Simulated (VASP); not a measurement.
Consider the following.

```
KCl
1.0
    0.00000     3.27804     3.27804
    3.27804     0.00000     3.27804
    3.27804     3.27804     0.00000
K Cl
1 1
Direct
  0.00000   0.00000   0.00000
  0.50000   0.50000   0.50000
```

All values below come from revPBE GGA, VASP's PBE PAW potentials (set 64) (plane waves; VASP 6.6.1). Numerical set-up: 520 eV cut-off, 8×8×8 Γ-centred mesh, tetrahedra with Blöchl corrections, potentials K_sv Cl.

What does the run give for the energy per atom (σ→0), band gap (on the k-mesh) with the smallest direct gap where there is one?

```yaml
band gap (on the k-mesh): 5.10 eV
smallest direct gap (on the k-mesh): 5.10 eV
energy per atom (σ→0): -3.253 eV/atom
```

The compound is KCl in the rock salt structure. It was relaxed first, which changed the volume by +13 %.
